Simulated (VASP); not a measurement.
These are PBE GGA, VASP's PBE PAW potentials (set 64) (plane waves; VASP) values and carry that method's errors.

The input files of a VASP run:

KPOINTS:
```
Automatic mesh
0
Gamma
12 12 7
0 0 0
```

**POSCAR**
```
Zr
3.2447970
  0.5091483381  -0.8606788036   0.0000000000
  0.5091483381   0.8606788036   0.0000000000
  0.0000000000   0.0000000000   1.5487144496
Zr
2
Cart
  0.5091483381   0.2868935083   0.3871786124
  0.5182631116  -0.2868935083   1.1615358372
```

### INCAR
```
! general
SYSTEM  = Zr
PREC    = Accurate
ENCUT   = 400
LREAL   = .FALSE.
LASPH   = .TRUE.   ! aspherical one-centre terms

! electronic loop
EDIFF   = 1E-6
NELM    = 100
ALGO    = All   ! all-band CG
LMAXMIX = 4   ! l cut-off of mixed one-centre charges

! smearing
ISMEAR  = 1   ! Methfessel-Paxton
SIGMA   = 0.1   ! width (eV)

! functional
GGA     = PE   ! PBE

! ions
ISIF    = 2

! output
LWAVE   = .FALSE.
LCHARG  = .FALSE.
```

POTCAR, in this order: Zr_sv (PBE.64 set). Program: vasp_std.

Output of the run:

### OSZICAR
```
       N       E                     dE             d eps       ncg     rms           ort
DAV:   1     0.184472883020E+03    0.18447E+03   -0.11992E+04  4736   0.126E+03
DAV:   2    -0.476690229297E+01   -0.18924E+03   -0.18770E+03  4736   0.374E+02
DAV:   3    -0.175294249308E+02   -0.12763E+02   -0.12669E+02  4736   0.695E+01
DAV:   4    -0.177239493149E+02   -0.19452E+00   -0.19440E+00  4736   0.998E+00
DAV:   5    -0.177289604443E+02   -0.50111E-02   -0.50111E-02  4736   0.110E+00
SDA:   6    -0.164541426199E+02    0.12748E+01   -0.50111E-02  4736   0.267E+01   0.000E+00
CGA:   7    -0.169113182894E+02   -0.45718E+00   -0.45732E+00  4736   0.250E+00   0.451E-03
CGA:   8    -0.169942966230E+02   -0.82978E-01   -0.83114E-01  4736   0.636E-01  -0.102E-02
CGA:   9    -0.170086520642E+02   -0.14355E-01   -0.14354E-01  4736   0.156E-01   0.101E-03
CGA:  10    -0.170139193585E+02   -0.52673E-02   -0.52673E-02  4736   0.542E-02   0.499E-05
CGA:  11    -0.170155733041E+02   -0.16539E-02   -0.16603E-02  4736   0.136E-02  -0.779E-04
CGA:  12    -0.170160013481E+02   -0.42804E-03   -0.42973E-03  4736   0.371E-03  -0.192E-04
CGA:  13    -0.170161361537E+02   -0.13481E-03   -0.13492E-03  4736   0.138E-03  -0.920E-06
CGA:  14    -0.170161983919E+02   -0.62238E-04   -0.63408E-04  4736   0.854E-04  -0.567E-05
CGA:  15    -0.170162336647E+02   -0.35273E-04   -0.35331E-04  4736   0.311E-04  -0.373E-06
CGA:  16    -0.170162455607E+02   -0.11896E-04   -0.11930E-04  4736   0.998E-05  -0.353E-06
CGA:  17    -0.170162497446E+02   -0.41840E-05   -0.43850E-05  4736   0.400E-05  -0.140E-05
CGA:  18    -0.170162511134E+02   -0.13687E-05   -0.13479E-05  4736   0.154E-05   0.254E-06
CGA:  19    -0.170162518733E+02   -0.75988E-06   -0.74812E-06  4736   0.841E-06   0.915E-07
   1 F= -.17016252E+02 E0= -.17015871E+02  d E =-.114293E-02
```

OUTCAR:
```
------------------------ aborting loop because EDIFF is reached ----------------------------------------
  FORCE on cell =-STRESS in cart. coord.  units (eV):
  Direction    XX          YY          ZZ          XY          YZ          ZX
  --------------------------------------------------------------------------------------
  Total       -0.3617219      0.2133802      0.9320064     -0.0492202      0.0000000      0.0000000
  in kB      -12.4978713      7.3725102     32.2017971     -1.7006080      0.0000000      0.0000000
  external PRESSURE =       9.0254787 kB  Pullay stress =       0.0000000 kB
  volume of cell :       46.37
      direct lattice vectors                 reciprocal lattice vectors
     1.652083000 -2.792728000  0.000000000     0.302648233 -0.179036412  0.000000000
     1.652083000  2.792728000  0.000000000     0.302648233  0.179036412  0.000000000
     0.000000000  0.000000000  5.025264000     0.000000000  0.000000000  0.198994520
 POSITION                                       TOTAL-FORCE (eV/Angst)
 -----------------------------------------------------------------------------------
      1.65208      0.93091      1.25632         0.029436      0.043907     -0.000000
      1.68166     -0.93091      3.76895        -0.029436     -0.043907      0.000000
 -----------------------------------------------------------------------------------
    total drift:                                0.000001      0.000000     -0.000000
  FREE ENERGIE OF THE ION-ELECTRON SYSTEM (eV)
  ---------------------------------------------------
  free  energy   TOTEN  =       -17.0162518733 eV

  energy  without entropy=      -17.0151089384  energy(sigma->0) =      -17.01587089
```
(Selected blocks of OUTCAR.)

The compound is Zr in the hcp structure. The cell was not relaxed at this level, atoms are displaced from their ideal sites. The run is one of a series of settings (ALGO = All against the base run), some of them coarse on purpose.
